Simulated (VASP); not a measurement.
Level of theory: revPBE GGA, VASP's PBE PAW potentials (set 64) (plane waves; VASP).

VASP input:

### POSCAR
```
KCl
4.6358540
  0.0000000000   0.7071067294   0.7071067294
  0.7071067294   0.0000000000   0.7071067294
  0.7071067294   0.7071067294   0.0000000000
K Cl
1 1
Cart
  0.0000000000   0.0000000000   0.0000000000
  0.7071067294   0.7071067294   0.7071067294
```

**KPOINTS**
```
kpoints
0
G
7 7 7
0 0 0
```

INCAR:
```
SYSTEM = KCl
PREC = Accurate
ENCUT = 520
EDIFF = 1E-7
NELM = 100
ALGO = Normal
LREAL = .FALSE.
LASPH = .TRUE.
ISMEAR = 0
SIGMA = 0.05
GGA = RE
LWAVE = .FALSE.
LCHARG = .FALSE.
ISIF = 2
```

POTCAR, in this order: K_sv Cl (PBE.64 set). Program: vasp_std.

Problem. What will the output report for the number of irreducible k-points (NKPTS), largest plane-wave count, number of space-group operations, FFT grid (NGX, NGY, NGZ)?

Solution. 
| Quantity | Result |
|---|---|
| number of irreducible k-points (NKPTS) | 20 |
| largest plane-wave count | 1917 |
| number of space-group operations | 48 |
| FFT grid (NGX, NGY, NGZ) | 36 × 36 × 36 |

The compound is KCl in the rock salt structure. It was relaxed first, which changed the volume by +13 %.
